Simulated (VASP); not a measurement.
VASP runs on TeO₂ (space group I4_1/amd) share one base input (PBE GGA, plane waves, VASP's PBE PAW potentials (set 64)) and change the settings named in each case.

**INCAR**
```
ALGO=Normal
EDIFF=1E-6
ENCUT=400
GGA=PE
ISIF=2
ISMEAR=0
LASPH=T
LCHARG=F
LMAXMIX=4
LREAL=F
LWAVE=F
NELM=100
PREC=Accurate
SIGMA=0.2
SYSTEM=TeO2
```

KPOINTS:
```
Automatic mesh
0
Gamma
5 5 5
0 0 0
```

POSCAR:
```
TeO2
5.2672690
 -0.3978348172   0.3978348172   1.0000000000
  0.3978348172  -0.3978348172   1.0000000000
  0.3978348172   0.3978348172  -1.0000000000
Te O
2 4
Cartesian
  0.0000000000   0.0000000000   1.0000000000
  0.3978348172   0.0000000000   0.5000000000
 -0.0000000000   0.0000000000   0.5838000000
  0.3978348172   0.0000000000   0.0838000000
  0.3978348172   0.0000000000   0.9162000000
  0.0000000000  -0.0000000000   1.4162000000
```

POTCAR, in this order: Te O (PBE.64 set). Program: vasp_std.

```json
[
 {"change": "base run", "E(σ→0) (eV/atom)": "-5.1064", "pressure (GPa)": "5.74", "largest force (eV/Å)": "0.205", "−TS (eV)": "0.0000"},
 {"change": "GGA removed, POTCAR Te O (LDA.64 set)", "E(σ→0) (eV/atom)": "-5.8897", "pressure (GPa)": "[?]", "largest force (eV/Å)": "[?]", "−TS (eV)": "0.0000"},
 {"change": "GGA_COMPAT = .FALSE., LNONCOLLINEAR = .TRUE., LSORBIT = .TRUE., MAGMOM = 0.0 0.0 0.0 0.0 0.0 0.0 0.0 0.0 0.0 0.0 0.0 0.0 0.0 0.0 0.0 0.0 0.0 0.0, program vasp_ncl", "E(σ→0) (eV/atom)": "-5.1289", "pressure (GPa)": "5.85", "largest force (eV/Å)": "0.222", "−TS (eV)": "0.0000"},
 {"change": "KPOINTS 2×2×2 Γ-centred mesh", "E(σ→0) (eV/atom)": "-4.8989", "pressure (GPa)": "6.00", "largest force (eV/Å)": "0.854", "−TS (eV)": "-0.0127"}
]
```

**Question.** Complete the blanks.

**Answer.** 
- GGA removed, POTCAR Te O (LDA.64 set), pressure (GPa): -1.49
- GGA removed, POTCAR Te O (LDA.64 set), largest force (eV/Å): 0.027

Energies of different potentials or functionals have different zeros.  Unless said otherwise, spin-orbit coupling is left out, though it shifts the bands of the heavy elements here. At 400 eV the pressure can carry a Pulay error.

Left out are runs that ran out of time, are held back, or changed the cell or the kind of run, fixed moments of cells without a moment, rows past the twelfth, gaps on odd meshes, pressures of charged cells and columns that move by less than the noise.

The structure was generated: TeO2 was put into an ordered model structure, which need not be its known phase. The cell was not relaxed at this level, forces remain on its atoms.
